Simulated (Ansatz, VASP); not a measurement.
# AlIn2: VASP beside Ansatz

```
CELL_PARAMETERS angstrom
5.37418 0.00000 0.00000
-2.68709 4.65417 0.00000
0.00000 0.00000 2.92030
ATOMIC_POSITIONS crystal
Al 0.00000 0.00000 0.50000
In 0.33333 0.66667 0.50000
In 0.66667 0.33333 0.50000
```

Alike in both runs: functional PBE; k mesh 6 × 6 × 4; occupations gaussian, width 0.1 eV; no spin polarisation.

Ansatz relaxed the structure, and its values are those at the end. VASP's run is a single point on that final structure, the one shown.

|  | VASP | Ansatz |
| --- | --- | --- |
| version | VASP 6.6.1 | Ansatz 0.2.0 |
| potentials or method | VASP PAW PBE potentials, release 64 (Al, In_d) | scalar-relativistic, plane waves, PAW |
| plane-wave cutoff (eV) | 520 | 420 |
| valence electrons in the cell | 29 | 29 |

```tsv
	VASP	Ansatz	Ansatz less VASP
gap on the k mesh at the Fermi level (eV)	none	none	-
pressure (GPa)	0.2	0.2	+0.03
```

A gap of «none» marks a metal or a gap that the smearing closes. The functional is the same, so the differences come from potentials, cutoffs and numerics.

Caveats: the k mesh is coarse (spacing up to 0.54 Å⁻¹), so the values aren't converged.
